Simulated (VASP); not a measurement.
Here is the system:

```
CELL_PARAMETERS angstrom
      0.00000     2.51710     2.51710
      2.51710     0.00000     2.51710
      2.51710     2.51710     0.00000
ATOMIC_POSITIONS crystal
  Hf 0.00000 0.00000 0.00000
  O  0.25000 0.25000 0.25000
  O  0.75000 0.75000 0.75000
```

Computed with r2SCAN meta-GGA, VASP's PBE PAW potentials (set 64) (plane waves; VASP). Numerical set-up: 600 eV cut-off, 8×8×8 Γ-centred mesh, Gaussian smearing of 0.050 eV, potentials Hf_pv O.

Energy and stress use the plane-wave basis of the starting cell.

Q: The ions, cell shape and volume at an external pressure of 30.0 GPa are relaxed. Give the cell that the relaxation ends in.

A: 
```
CELL_PARAMETERS angstrom
      0.00000     2.44193     2.44193
      2.44193     0.00000     2.44193
      2.44193     2.44193     0.00000
ATOMIC_POSITIONS crystal
  Hf 0.00000 0.00000 0.00000
  O  0.25000 0.25000 0.25000
  O  0.75000 0.75000 0.75000
```
Space group Fm-3m (225), at a tolerance of 0.03 Å.

Q: How do energy and volume change from the first to the last step?

A: The energy (σ→0) changes by +78.9 meV/atom and the volume by -8.7 %, in 5 ionic steps.

The compound is HfO2 in the fluorite structure, the high-temperature cubic form, which is unstable at 0 K; the monoclinic form is the stable one. This run relaxes it under an external pressure of 30 GPa. Symmetry was kept, so distortions that lower it aren't found.
